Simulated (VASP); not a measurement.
Output of a VASP run:

**OSZICAR**
```
       N       E                     dE             d eps       ncg     rms          rms(c)
DAV:   1     0.899190531657E+02    0.89919E+02   -0.65056E+03   480   0.112E+03
DAV:   2     0.103283883066E+01   -0.88886E+02   -0.81909E+02   560   0.239E+02
DAV:   3    -0.529410698190E+01   -0.63269E+01   -0.62715E+01   620   0.587E+01
DAV:   4    -0.565698992086E+01   -0.36288E+00   -0.36263E+00   884   0.121E+01
DAV:   5    -0.565860224277E+01   -0.16123E-02   -0.16123E-02   608   0.880E-01    0.268E+00
DAV:   6    -0.556365418538E+01    0.94948E-01   -0.13653E-01   600   0.221E+00    0.196E+00
DAV:   7    -0.555679989026E+01    0.68543E-02   -0.13766E-01   612   0.203E+00    0.798E-01
DAV:   8    -0.556335867533E+01   -0.65588E-02   -0.14757E-02   608   0.875E-01    0.105E-01
DAV:   9    -0.556394672299E+01   -0.58805E-03   -0.11721E-03   628   0.216E-01    0.706E-02
DAV:  10    -0.556413498375E+01   -0.18826E-03   -0.18985E-04   580   0.963E-02    0.168E-02
DAV:  11    -0.556415385260E+01   -0.18869E-04   -0.33169E-05   620   0.372E-02    0.119E-02
DAV:  12    -0.556415555362E+01   -0.17010E-05   -0.47300E-06   580   0.169E-02    0.965E-03
DAV:  13    -0.556415598840E+01   -0.43478E-06   -0.11874E-06   620   0.659E-03    0.290E-03
DAV:  14    -0.556415587922E+01    0.10917E-06   -0.50829E-08   424   0.189E-03    0.299E-04
DAV:  15    -0.556415591516E+01   -0.35939E-07   -0.93321E-09   388   0.878E-04
   1 F= -.59589284E+01 E0= -.59589284E+01  d E =-.141452E-13
```

OUTCAR:
```
------------------------ aborting loop because EDIFF is reached ----------------------------------------
 Edisp (eV)   -0.39477
  FORCE on cell =-STRESS in cart. coord.  units (eV):
  Direction    XX          YY          ZZ          XY          YZ          ZX
  --------------------------------------------------------------------------------------
  Total      -0.31871    -0.31871    -0.31871     0.00000     0.00000     0.00000
  in kB      -5.39565    -5.39565    -5.39565     0.00000     0.00000     0.00000
  external pressure =       -5.40 kB  Pullay stress =        0.00 kB
  volume of cell :       94.64
      direct lattice vectors                 reciprocal lattice vectors
     0.000000000  3.616954108  3.616954108    -0.138237861  0.138237861  0.138237861
     3.616954108  0.000000000  3.616954108     0.138237861 -0.138237861  0.138237861
     3.616954108  3.616954108  0.000000000     0.138237861  0.138237861 -0.138237861
  FREE ENERGIE OF THE ION-ELECTRON SYSTEM (eV)
  ---------------------------------------------------
  free  energy   TOTEN  =        -5.9589284144 eV

  energy  without entropy=       -5.9589284144  energy(sigma->0) =       -5.95892841
```
(Selected blocks of OUTCAR.)

POSCAR:
```
KI
1
    0.0000000000     3.6169541085     3.6169541085
    3.6169541085     0.0000000000     3.6169541085
    3.6169541085     3.6169541085     0.0000000000
K I
1 1
Direct
  0.0000000000   0.0000000000   0.0000000000
  0.5000000000   0.5000000000   0.5000000000
```

Task: Write an INCAR and KPOINTS that could have produced this output.

Result: Several could match; the one computed here: the input of the run itself, PBE GGA with D3 dispersion (zero damping), plane waves, VASP's PBE PAW potentials (set 64).

INCAR:
```
ALGO = Normal
EDIFF = 1E-7
ENCUT = 520
GGA = PE
ISIF = 2
ISMEAR = 0
IVDW = 11
LASPH = .TRUE.
LCHARG = .FALSE.
LMAXMIX = 4
LREAL = .FALSE.
LWAVE = .FALSE.
NELM = 100
PREC = Accurate
SIGMA = 0.05
SYSTEM = KI
```

### KPOINTS
```
Automatic mesh
0
Gamma
7 7 7
0 0 0
```

POTCAR, in this order: K_sv I (PBE.64 set). Program: vasp_std.

The compound is KI in the rock salt structure. This cell is one point of a volume scan, at 1.06 of the reference volume.
